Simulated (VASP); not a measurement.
```yaml
crystal:
  lattice:
    - [3.98972, 0.00000, 0.00000]
    - [0.00000, 3.98972, 0.00000]
    - [0.00000, 0.00000, 4.14202]
  atoms:
    - { symbol: Ba, position: [0.00000, 0.00000, 0.00598] }
    - { symbol: Ti, position: [0.50000, 0.50000, 0.52489] }
    - { symbol: O, position: [0.50000, 0.50000, 0.96670] }
    - { symbol: O, position: [0.00000, 0.50000, 0.48322] }
    - { symbol: O, position: [0.50000, 0.00000, 0.48322] }
```

All values below come from PBE GGA with D3 dispersion (zero damping), VASP's PBE PAW potentials (set 64) (plane waves; VASP). Run with 520 eV cut-off, Gaussian smearing of 0.050 eV, potentials Ba_sv Ti_sv O.

Unless said otherwise, spin-orbit coupling is left out, though it shifts the bands of the heavy elements here.

**Question.** What does the run give for the band gap (along the path) with the smallest direct gap where there is one?

**Answer.** 
```yaml
band gap (along the path): 1.78 eV
smallest direct gap (along the path): 2.29 eV
```

The absolute energy has meaning only against runs of the same code, potentials and settings.

The compound is BaTiO3 in the tetragonal perovskite structure. It was relaxed first.
